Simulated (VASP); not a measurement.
An input for Ansatz (written as the equivalent of a VASP run, and not itself run):

Ansatz 0.2 input:
```yaml
crystal:
  lattice:
    - [1.7020429, -2.9480229, 0.0000000]
    - [1.7020429, 2.9480229, 0.0000000]
    - [0.0000000, 0.0000000, 5.1954212]
  atoms:
    - { symbol: Hf, position: [0.0000000, 0.0000000, 0.0000000] }
    - { symbol: S, position: [0.3333330, 0.6666670, 0.2866244] }
    - { symbol: S, position: [0.6666670, 0.3333330, 0.7133756] }
kpoints:
  mp_grid: { grid: [10, 10, 6] }
hamiltonian:
  xc: pbe
  pseudopotentials: { kind: paw }
scf:
  occupations: { method: methfessel_paxton, width: 0.1 }
  max_iter: 100
relax:
  max_steps: 40
  f_tol: 0.02
  cell: { p_target: 20 }
output: { forces: true, stress: true, eigenvalues: true }
```

Task: Translate this input to VASP (INCAR, KPOINTS, POSCAR, choice of POTCAR).

Result: One answer among several that fit: 
**INCAR**
```
SYSTEM = HfS2
PREC = Accurate
ENCUT = 500
EDIFF = 1E-6
NELM = 100
ALGO = Normal
LREAL = .FALSE.
LASPH = .TRUE.
ISMEAR = 1
SIGMA = 0.1
GGA = PE
LMAXMIX = 6
LWAVE = .FALSE.
LCHARG = .FALSE.
IBRION = 2
ISIF = 3
NSW = 40
EDIFFG = -0.02
PSTRESS = 200
```

POSCAR:
```
HfS2
1
    1.7020429290    -2.9480229449     0.0000000000
    1.7020429290     2.9480229449    -0.0000000000
   -0.0000000000     0.0000000000     5.1954211688
Hf S
1 2
Direct
  0.0000000000   0.0000000000   0.0000000000
  0.3333330000   0.6666670000   0.2866244003
  0.6666670000   0.3333330000   0.7133755997
```

### KPOINTS
```
Automatic mesh
0
Gamma
10 10 6
0 0 0
```

POTCAR, in this order: Hf_pv S (PBE.64 set). Program: vasp_std.

Limits of the translation: each code has its own PAW files, so the cut-off isn't converted (ENCUT is set for VASP's; basis.ecutwfc is left out, and Ansatz then takes the one that its files recommend); Ansatz stops its SCF on the density residual and VASP on the energy change (EDIFF).

The compound is HfS2 in the 1T layered structure. It was relaxed first under an external pressure of 20 GPa.
